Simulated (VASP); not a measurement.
Given:

```yaml
crystal:
  lattice:
    - [0.00000, 3.05381, 3.05381]
    - [3.05381, 0.00000, 3.05381]
    - [3.05381, 3.05381, 0.00000]
  atoms:
    - { symbol: In, position: [0.00000, 0.00000, 0.00000] }
    - { symbol: As, position: [0.25000, 0.25000, 0.25000] }
```

Calculation: r2SCAN meta-GGA with spin-orbit coupling, VASP's PBE PAW potentials (set 64) (plane waves; VASP 6.6.1). Run with 400 eV cut-off, 7×7×7 Γ-centred mesh, Gaussian smearing of 0.050 eV, potentials In_d As.

Q: Predict the energy per atom (σ→0), band gap (over mesh and band path) with the smallest direct gap where there is one.

A: 
| Item | Value |
|---|---|
| band gap (over mesh and band path) | none (metal, semimetal or under 0.01 eV) |
| energy per atom (σ→0) | -19.050 eV/atom |

The compound is InAs in the zinc blende structure. It was relaxed first.
